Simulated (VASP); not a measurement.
OSZICAR of a VASP run on LiCl (rock salt):

### OSZICAR
```
       N       E                     dE             d eps       ncg     rms          rms(c)
DAV:   1    -0.868119560187E+01   -0.86812E+01   -0.15317E-01   288   0.463E+00    0.303E-01
DAV:   2    -0.868147561956E+01   -0.28002E-03   -0.28032E-03   344   0.555E-01    0.171E-01
DAV:   3    -0.868134996043E+01    0.12566E-03   -0.51444E-04   355   0.159E-01    0.994E-02
DAV:   4    -0.868134485703E+01    0.51034E-05   -0.76106E-05   336   0.618E-02    0.647E-02
DAV:   5    -0.868134200789E+01    0.28491E-05   -0.44876E-06   388   0.195E-02    0.409E-02
DAV:   6    -0.868134014534E+01    0.18626E-05   -0.35067E-07   274   0.651E-03    0.245E-02
DAV:   7    -0.868133950708E+01    0.63826E-06   -0.43092E-07   209   0.575E-03
   1 F= -.86813395E+01 E0= -.86813395E+01  d E =-.101424E-18
```

Question: Which electronic solver shows in the log?

Answer: It is blocked Davidson (ALGO = Normal, or the opening steps of other solvers). The INCAR had ALGO = Normal.

Question: Can the final energy be trusted as converged?

Answer: Self-consistency was reached. It stopped with EDIFF = 1E-6, NELM = 60 (HSEsol screened hybrid, plane waves, VASP's PBE PAW potentials (set 64)).

The compound is LiCl in the rock salt structure. This cell is one point of a volume scan, at 0.94 of the reference volume. The cell's shape comes from a PBE relaxation.
